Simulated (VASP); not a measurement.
Consider the following.

```xyz
2
Lattice="2.7350 0.0000 0.0000 0.0000 2.7350 0.0000 0.0000 0.0000 2.7350" Properties=species:S:1:pos:R:3 pbc="T T T"
Ga     1.3675     1.3675     1.3675
Co     0.0000     0.0000     0.0000
```

These are PBEsol GGA, VASP's PBE PAW potentials (set 64) (plane waves; VASP) values and carry that method's errors. Run with 500 eV cut-off, 13×13×13 Γ-centred mesh, first-order Methfessel-Paxton smearing of 0.10 eV, potentials Ga_d Co.

Energy and stress use the plane-wave basis of the starting cell.

Task: The ions, cell shape and volume at an external pressure of 45.0 GPa are relaxed. Predict the relaxed structure.

Result: 
```xyz
2
Lattice="2.6973 0.0000 0.0000 0.0000 2.6973 0.0000 0.0000 0.0000 2.6973" Properties=species:S:1:pos:R:3 pbc="T T T"
Ga     1.3486     1.3486     1.3486
Co     0.0000     0.0000     0.0000
```
Space group Pm-3m (221), at a tolerance of 0.03 Å.

Task: How do energy and volume change from the first to the last step?

Result: The energy (σ→0) changes by +96.6 meV/atom and the volume by -4.1 %, in 4 ionic steps.

The compound is CoGa in the CsCl type structure. This run relaxes it under an external pressure of 45 GPa. Symmetry was kept, so distortions that lower it aren't found. The run is not spin-polarised, so no magnetic state was tried.
